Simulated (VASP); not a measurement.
Here is the system:

```xyz
2
Lattice="2.9732 0.0000 0.0000 0.0000 2.9732 0.0000 0.0000 0.0000 2.9732" Properties=species:S:1:pos:R:3 pbc="T T T"
Mo     0.0000     0.0000     0.0000
P      1.4866     1.4866     1.4866
```

Computed with PBEsol GGA, VASP's PBE PAW potentials (set 64) (plane waves; VASP). Run with 400 eV cut-off, Gaussian smearing of 0.050 eV, potentials Mo_sv P.

Q: Give the energies of bands 6 to 12 at the high-symmetry points, in eV from the Fermi level.

A: 
```
band      Γ      X      M      R
----  -----  -----  -----  -----
6     -4.08  -8.34  -4.91  -7.32
7     -4.08  -2.90  -4.91  -7.32
8      0.40  -2.90  -3.39  -7.32
9      0.40  -2.82  -0.92   3.43
10     0.40   1.70  -0.92   3.43
11     1.17   3.17   2.30   3.64
12     1.17   4.98   2.67   3.64
```

It has no gap at this level: it comes out as a metal or semimetal.

The structure was generated: MoP was put into the CsCl type type (Pm-3m), which need not be its known phase. It was relaxed first, which changed the volume by -33 %. The electron count is odd and the run is not spin-polarised, which forces a metal.
